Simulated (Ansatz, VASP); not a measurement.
# Cross-check of MoS2 between VASP and Ansatz, part 2 of 2

One calculation is typed for both programs; each brings its own data sets. How far apart do they land? The cell is taken from a series of runs on this material, whose earlier steps may have relaxed, scaled, displaced or heated it; both programs get it as it stands.

VASP 6.6.1 and Ansatz 0.2.0.

So far: Set-up; VASP: zone-centre phonons, PBE with D3(BJ).

## Step 3: Ansatz: zone-centre phonons, PBE with D3(BJ)

Level of this step: Ansatz beside VASP: Kohn-Sham DFT, plane waves, PBE with D3(BJ) (Ansatz).

Ansatz runs on its PAW soft_1 files.

The same cell, functional and mesh now go to Ansatz, which takes its cutoff from its data sets.

The input, input.yaml:

```yaml
crystal:
  lattice:
    - [3.0836266648, 0.0, 0.0]
    - [-1.5418133324, 2.6704990275, 0.0]
    - [0.0, 0.0, 11.3496875723]
  atoms:
    - { symbol: S, position: [0.3333333333, 0.6666666667, 0.6115805346] }
    - { symbol: S, position: [0.6666666667, 0.3333333333, 0.1115805346] }
    - { symbol: S, position: [0.3333333333, 0.6666666667, 0.8884194654] }
    - { symbol: S, position: [0.6666666667, 0.3333333333, 0.3884194654] }
    - { symbol: Mo, position: [0.3333333333, 0.6666666667, 0.25] }
    - { symbol: Mo, position: [0.6666666667, 0.3333333333, 0.75] }
kpoints:
  mp_grid: { grid: [12, 12, 4] }
hamiltonian:
  xc: pbe
  dispersion: d3bj
  pseudopotentials: { kind: paw, azcp: { folder: soft_1 } }
scf:
  occupations: { method: fixed }
output:
  eigenvalues: true
phonons:
  method: dfpt
  dielectric: true
  rigid_motions: translations
```

The run is started by

```
ansatz run input.yaml --threads 4 --pin off --max-ram 16384MiB --backend cpu --events-out ev --progress --plain --runs-dir out
```

Numbers of over 12 decimals in the logs are rounded to 6 here.

What it wrote:

```text
Engine: ansatz 0.2.0, aarch64-unknown-linux-gnu
Pseudopotentials: kind: paw
Pseudopotential: S, paw, valence charge 6, recommended cutoff 420 eV (normal), soft_1/S.paw.azcp
Pseudopotential: Mo, paw, valence charge 14, recommended cutoff 420 eV (normal), soft_1/Mo.paw.azcp
Functional definition: PBE
  parameter kappa = 0.804
  parameter beta = 0.066725
  exchange = pbe_x(kappa = kappa, mu = beta*pi^2/3)
  correlation = pbe_c(beta = beta)
Crystal: 6 atoms, lattice volume = 93.463 Å³
Basis set: ecut = 420 eV, 1837 PW (Γ), exchange–correlation on 48×48×160 points (8 copies of the dense FFT grid, shifted against one another)
Bands: 32, of which v1, the nominal top of the filled ones, is band 26 counted from 1 (25 counted from 0)
Symmetry: 24 space group operations
k-points: 164 of 576 (irreducible under 2 space group operations, time reversal used)
Non-local potential: S, projectors of the file, l = 0: 2, l = 1: 2, l = 2: 1
Non-local potential: Mo, projectors of the file, l = 0: 3, l = 1: 2, l = 2: 2, l = 3: 1
PAW form: soft (Blöchl's): semilocal exchange-correlation on the pseudo side does not see the compensation charge
PAW one-centre angular grid: S, 110 points (default); XC on 64 Gauss nodes
PAW one-centre angular grid: Mo, 590 points (default); XC on 64 Gauss nodes
Initial density: superposition of atomic densities (chi_scale 0.1, normalization cell, long waves kept (reshape's long-wave potential 0.05 eV rms))
Initial wavefunctions: pseudopotential atomic-orbital guess
Functional: x = pbe(κ = 0.804, μ = 0.219515), c = pbe(β = 0.066725)
SCF iter   1: F=—  HF=-13529.445848 eV  |F-HF|=—  |Δ(HF+E_count)|=         —  Δρ=6.21e-2  dr2=4.65e0  ethr=3.10e-3  ⟨swp⟩=5.2  Hψ=23376  notcnv=0  defer=413
preconditioner: auto → Resta (q_TF=auto, 2.474 Å⁻¹)  ε∞=8.4  [insulator: Δε(μ)=0.172 eV  Ē_g=8.473 eV  n_scr=26 (ndim 8)  ℏωp=23.0 eV  f_vac=0.000  ε∞_Penn≈8.4]
SCF iter   2: F=—  HF=-13528.326103 eV  |F-HF|=—  |Δ(HF+E_count)|=    1.12e0  Δρ=2.86e-2  dr2=1.68e0  ethr=3.10e-3  ⟨swp⟩=2.7  Hψ=9980  notcnv=0  defer=337
SCF iter   3: F=—  HF=-13527.990872 eV  |F-HF|=—  |Δ(HF+E_count)|=   3.35e-1  Δρ=1.49e-2  dr2=2.40e-1  ethr=3.10e-3  ⟨swp⟩=2.6  Hψ=7652  notcnv=0  defer=572
SCF iter   4: F=—  HF=-13527.935580 eV  |F-HF|=—  |Δ(HF+E_count)|=   5.53e-2  Δρ=3.65e-3  dr2=1.62e-2  ethr=4.62e-4  ⟨swp⟩=2.4  Hψ=9434  notcnv=0  defer=585
SCF iter   5: F=—  HF=-13527.937045 eV  |F-HF|=—  |Δ(HF+E_count)|=   1.46e-3  Δρ=8.46e-4  dr2=8.73e-4  ethr=3.12e-5  ⟨swp⟩=2.2  Hψ=7568  notcnv=0  defer=651
SCF iter   6: F=—  HF=-13527.937598 eV  |F-HF|=—  |Δ(HF+E_count)|=   5.53e-4  Δρ=3.13e-4  dr2=1.30e-4  ethr=1.68e-6  ⟨swp⟩=2.2  Hψ=9119  notcnv=0  defer=653
SCF iter   7: F=—  HF=-13527.937605 eV  |F-HF|=—  |Δ(HF+E_count)|=   6.83e-6  Δρ=3.65e-5  dr2=1.57e-6  ethr=2.49e-7  ⟨swp⟩=2.0  Hψ=7300  notcnv=0  defer=545
SCF iter   8: F=—  HF=-13527.937607 eV  |F-HF|=—  |Δ(HF+E_count)|=   2.28e-6  Δρ=8.79e-6  dr2=6.89e-8  ethr=3.02e-9  ⟨swp⟩=2.5  Hψ=10483  notcnv=0  defer=358
SCF iter   9: F=—  HF=-13527.937607 eV  |F-HF|=—  |Δ(HF+E_count)|=   1.02e-7  Δρ=1.71e-6  dr2=3.47e-9  ethr=1.32e-10  ⟨swp⟩=2.1  Hψ=8359  notcnv=0  defer=359
SCF iter  10: F=-13527.937607 eV  HF=-13527.937607 eV  |F-HF|=7.28e-12  |Δ(HF+E_count)|=  6.71e-10  Δρ=3.01e-7  dr2=9.16e-11  ethr=1.00e-12  ⟨swp⟩=14.4  Hψ=43051  notcnv=0
SCF 1 converged in 10 iterations: F = -13527.937607 eV  dr2 = 9.16e-11
  greatest PAW one-centre occupation: 0.999 electrons in one spin orbital (limit 2), on the Mo atom at site 5 (counted from 0), in its partial waves of l = 0
NSCF: frozen V_eff on 27 k-points
DFPT response loops at Γ: preconditioner auto → Resta (q_TF=auto, 2.474 Å⁻¹)  ε∞=13.2 (no band partly filled); β = 1.00, the filter's whole step (`scf.mixing.beta` (0.50) is not read by the response loops at its default; to damp them type it under 1.00, their step now; it binds the ground state too); Broyden in place of MSR1
── the response to a field inside a basis, on 12×12×4 k-points: an SCF that follows is theirs, and a resumed run solves both again ──
Bands: 27, of which v1, the nominal top of the filled ones, is band 26 counted from 1 (25 counted from 0)
k-points: 84 of 576 (irreducible under 8 space group operations)
Initial density: handed on by an earlier stage of this run
Initial wavefunctions: pseudopotential atomic-orbital guess (no wavefunctions were taken with the density)
Eigensolver: Dense (84 Hₖ)
SCF iter   1: F=—  HF=-13527.885631 eV  |F-HF|=—  |Δ(HF+E_count)|=         —  Δρ=2.50e-4  dr2=1.20e-5  ethr=1.00e-1
preconditioner: auto → Resta (q_TF=auto, 2.474 Å⁻¹)  ε∞=10.9  [insulator: Δε(μ)=0.496 eV  Ē_g=7.342 eV  n_scr=26 (ndim 8)  ℏωp=23.0 eV  f_vac=0.000  ε∞_Penn≈10.9]
SCF iter   2: F=—  HF=-13527.885641 eV  |F-HF|=—  |Δ(HF+E_count)|=   9.73e-6  Δρ=1.37e-4  dr2=3.89e-6  ethr=2.32e-8
SCF iter   3: F=-13527.885645 eV  HF=-13527.885645 eV  |F-HF|=2.00e-8  |Δ(HF+E_count)|=   4.31e-6  Δρ=8.65e-6  dr2=7.37e-8  ethr=7.49e-9
SCF 1 converged in 3 iterations: F = -13527.885645 eV  dr2 = 7.37e-8
  greatest PAW one-centre occupation: 0.999 electrons in one spin orbital (limit 2), on the Mo atom at site 4 (counted from 0), in its partial waves of l = 0
DFPT response loops at Γ: preconditioner auto → Resta (q_TF=auto, 2.474 Å⁻¹)  ε∞=11.0 (no band partly filled); β = 1.00, the filter's whole step (`scf.mixing.beta` (0.50) is not read by the response loops at its default; to damp them type it under 1.00, their step now; it binds the ground state too); Broyden in place of MSR1
SCF converged after 10 iterations
Free energy (F): -13527.937607 eV
Harris-Foulkes:  -13527.937607 eV  (|F-HF|=7.28e-12)
Internal energy: -13527.937607 eV  (E = F + TS)
E sigma→0 (E₀):  -13527.937607 eV
Fermi energy:    13.577845 eV
--- Per-component energies (eV) ---
  E_band       = -195.529217
  E_kinetic    = 1280.010503
  E_local      = -3238.521813  (includes V_loc(G=0)·N_el)
  E_nonlocal   = 434.729087
  E_hartree    = 1231.886858
  E_xc         = -713.330763
  E_vxc        = -777.567141  (∫ρ·V_xc dr)
  E_paw        = -8857.917416  (= ΣΔE_a)
  E_vpaw       = -357.953835  (= ΣTr[D̂ρ^β])
  E_aug_tail   = 0.000089  (compensation charges beyond the density's cutoff)
  E_ewald      = -3661.861433
  E_disp       = -2.932721  (pairwise vdW)
  E_smearing   = -0.000000  (= −TS)
  E_closure    = 0.000000  (closes the sum)
  Σ components = -13527.937607   (vs F -13527.937607, Δ=0.00e0)
--- Band table (eV; the first three rows and the last of 164) ---
  k-point 0: bands = [... 22 lower, 11.2593, 11.7618, 12.8192, 13.5778, 15.4956, 15.4956, 15.5016, 15.5016, ... 2 higher]
  k-point 1: bands = [... 22 lower, 11.2379, 11.3142, 13.0640, 13.5281, 15.4735, 15.4735, 15.4919, 15.4919, ... 2 higher]
  k-point 2: bands = [... 22 lower, 11.1864, 11.1864, 13.3624, 13.3624, 15.4739, 15.4739, 15.4739, 15.4739, ... 2 higher]
  k-point 163: bands = [... 22 lower, 10.7633, 10.7633, 12.0404, 12.0404, 14.7899, 14.7899, 15.5444, 15.5444, ... 2 higher]
--- Phonons (Γ-DFPT): 4 representative perturbations + reference, on 164 of 576 k-points (Σ response iterations 12) ---
  k mesh reduced under 2 symmetry operations, with k and −k counted as one. Each operation leaves every solved perturbation unchanged. A smaller set is not considered because the run solves the response to a homogeneous field
  ASR residual: 9.483e-5 → 0.000e0 eV/Å²; symmetrization residual: 4.259e-6 eV/Å²
  pairwise dispersion correction: d3bj (s6 = 1.0, s8 = 0.7875, a1 = 0.4289, a2_bohr = 4.4407), with the weights of each atom's references fixed at the reference crystal's, and the forces and stress that the weights' published response gives there kept as a pressure on the atom's counted neighbours (hamiltonian.dispersion)
  ASR residual per site (eV/Å²): 4.03e-5 4.03e-5 4.03e-5 4.03e-5 9.48e-5 9.48e-5
  Γ frequencies (cm⁻¹): 0.00 0.00 0.00 58.91 58.91 110.13 291.10 291.10 299.74 299.74 392.90 392.90 394.36 394.36 414.15 436.29 478.06 489.58
  ε∞ (high-frequency dielectric tensor):
       16.652675     0.000000     0.000000
        0.000000    16.652675     0.000000
        0.000000     0.000000    10.409437
  ε⁰ (static dielectric tensor: ions relaxed, cell fixed):
       16.875312     0.000000    -0.000000
        0.000000    16.875312     0.000000
       -0.000000     0.000000    10.557187
  ε⁰ − ε∞ (ionic part):
        0.222638     0.000000    -0.000000
        0.000000     0.222638     0.000000
       -0.000000     0.000000     0.147749
  softest optical mode at Γ: 58.91 cm⁻¹; the repairs (sum rule, projections) moved no ω² at Γ by more than (1.00 cm⁻¹)²
  Born effective charges Z* (e; rows j = field, columns β = displacement):
    site 0:
         0.56211    0.00000    0.00000
         0.00000    0.56211    0.00000
        -0.00000   -0.00000    0.55510
    site 1:
         0.56211   -0.00000   -0.00000
        -0.00000    0.56211   -0.00000
         0.00000    0.00000    0.55510
    site 2:
         0.56211    0.00000    0.00000
        -0.00000    0.56211   -0.00000
        -0.00000    0.00000    0.55510
    site 3:
         0.56211   -0.00000   -0.00000
         0.00000    0.56211    0.00000
         0.00000   -0.00000    0.55510
    site 4:
        -1.12422    0.00000   -0.00000
         0.00000   -1.12422    0.00000
         0.00000    0.00000   -1.11019
    site 5:
[...]
Z* charge neutrality: 5.127e-3 e pre-enforcement
  solved inside a basis spanned on kpoints, on 12×12×4 k-points, its susceptibility summed on 16×16×4: ε∞ is read to err by 7.0e-2, Z* by 1.8e-2 e (field_mesh: kpoints solves on kpoints); Z* is corrected for what the basis lacks
  optical modes at Γ without the LO–TO term, one row a degenerate level:
      ω (cm⁻¹)  modes    IR ((D/Å)²/amu)
[...]
optical modes at Γ + LO–TO along q̂ = [1.0000, 0.0000, 0.0000]:
      ω (cm⁻¹)  modes    IR ((D/Å)²/amu)
[...]
optical modes at Γ + LO–TO along q̂ = [0.0000, 1.0000, 0.0000]:
      ω (cm⁻¹)  modes    IR ((D/Å)²/amu)
[...]
optical modes at Γ + LO–TO along q̂ = [0.0000, 0.0000, 1.0000]:
      ω (cm⁻¹)  modes    IR ((D/Å)²/amu)
[...]
291.10      2             0.0000
        299.74      2             0.0000
        392.90      2             0.0000
        394.36      2             3.0346
        414.15      1             0.0000
        436.29      1             0.0000
        481.44      1             1.4797
        489.58      1             0.0000
```

## Step 4: Side by side

Known differences besides the potentials themselves: fixed occupations in Ansatz, narrow Gaussian smearing in VASP; the cutoff is 420 eV in Ansatz and 500 eV in VASP; Ansatz takes the dispersion share of the force constants at frozen C6 weights, VASP differentiates the full forces; VASP uses finite displacements, Ansatz perturbation theory. Total energies have different zeros and are not compared.

Both answers:

```tsv
quantity	Ansatz	VASP	difference
optical mode 1 to 2 (cm⁻¹)	58.9	59.0	-0.22 %
optical mode 3 (cm⁻¹)	110.1	110.5	-0.34 %
optical mode 4 to 5 (cm⁻¹)	291.1	290.4	+0.23 %
optical mode 6 to 7 (cm⁻¹)	299.7	299.2	+0.18 %
optical mode 8 to 9 (cm⁻¹)	392.9	392.3	+0.16 %
optical mode 10 to 11 (cm⁻¹)	394.4	393.7	+0.16 %
optical mode 12 (cm⁻¹)	414.1	413.2	+0.24 %
optical mode 13 (cm⁻¹)	436.3	435.5	+0.18 %
optical mode 14 (cm⁻¹)	478.1	477.6	+0.09 %
optical mode 15 (cm⁻¹)	489.6	489.0	+0.13 %
```

Modes are paired by rising frequency, not by their patterns, so a pair may set unlike modes beside each other; they are those without the splitting of longitudinal modes.

## Step 5: What came out

| Property | Result |
| --- | --- |
| r.m.s. difference of the optical zone-centre modes, each program's sorted by frequency (zone-centre phonons, PBE with D3(BJ)) | 0.60 cm⁻¹ |

What this shows: The r.m.s. difference of the optical zone-centre modes, each program's sorted by frequency is 0.60 cm⁻¹ (zone-centre phonons, PBE with D3(BJ)). How closely two codes agree says nothing of how well the functional describes the real material.

[Lines on the potential files, build, host, timing and source positions are cut from VASP's logs without a mark.]

[Logs are printed without paths, hosts, clocks, repeated set-up lines and the standing remarks that a program may print on its own settings, such as how far it seeks lower states.]

[Hosts, paths, dates, database ids (printed as entryN), source tags and the programs' standing remarks are cut or masked in the printed files.]
